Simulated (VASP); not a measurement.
Shape and ions are relaxed at each volume.

Energy against volume of MoSi₂ (MoSi2 type). Level of theory: LDA (Ceperley-Alder, Perdew-Zunger), VASP's LDA PAW potentials (set 64) (plane waves; VASP).

```tsv
V (Å³/atom)	E (eV/atom)
12.313	-8.56923
12.706	-8.59748
13.099	-8.60628
13.492	-8.59851
13.885	-8.57667
```

Task: Fit a third-order Birch-Murnaghan equation of state.

Result: 
```json
{
  "volume_per_atom": "13.10 Å³/atom",
  "bulk_modulus": "224 GPa",
  "pressure_derivative_of_the_bulk_modulus": "4.38"
}
```

The compound is MoSi2 in the MoSi2 type structure. It was relaxed first.
